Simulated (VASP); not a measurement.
Here is a VASP 6.6.1 calculation.

The input INCAR:

```
PREC     = Accurate       # precision mode
ENCUT    = 600            # plane-wave cutoff, eV
EDIFF    = 1E-7           # SCF threshold, eV
ISMEAR   = 1              # smearing method
SIGMA    = 0.1            # smearing width, eV
LREAL    = False          # projectors in reciprocal space
LASPH    = True           # aspherical terms in the spheres
NELM     = 80             # most SCF steps
ALGO     = Normal         # electronic algorithm
ISIF     = 2              # what is computed and relaxed
LWAVE    = False          # write WAVECAR
LCHARG   = False          # write CHGCAR
IBRION   = 2              # ionic algorithm
NSW      = 40             # ionic steps
EDIFFG   = -0.01          # ionic threshold
```

The input KPOINTS:

```
regular mesh
0
Gamma
  16 16 16
```

Contents of POSCAR:

```
Au                                      
1.0
    0.0000000000      2.0126138280      2.0126138280
    2.0126138280      0.0000000000      2.0126138280
    2.0126138280      2.0126138280      0.0000000000
  Au            
     1
Direct
     0.0000000000000000    0.0000000000000000    0.0000000000000000
```

Potentials or basis: VASP PAW LDA potentials, release 64 (Au).

Launch:

```console
$ cat potpaw_LDA.64/Au/POTCAR > POTCAR
$ mpirun -np 1 vasp_std > vasp.out
```

What does it give for the band gap on the k mesh?

None (metal or under the smearing width).

Final structure:
```
CELL_PARAMETERS angstrom
0.00000 2.01261 2.01261
2.01261 0.00000 2.01261
2.01261 2.01261 0.00000
ATOMIC_POSITIONS crystal
Au 0.00000 0.00000 0.00000
```

Caveat: the relaxation stopped at its first step, so nothing moved. Spin-orbit coupling is left out, which matters for the levels of Au.
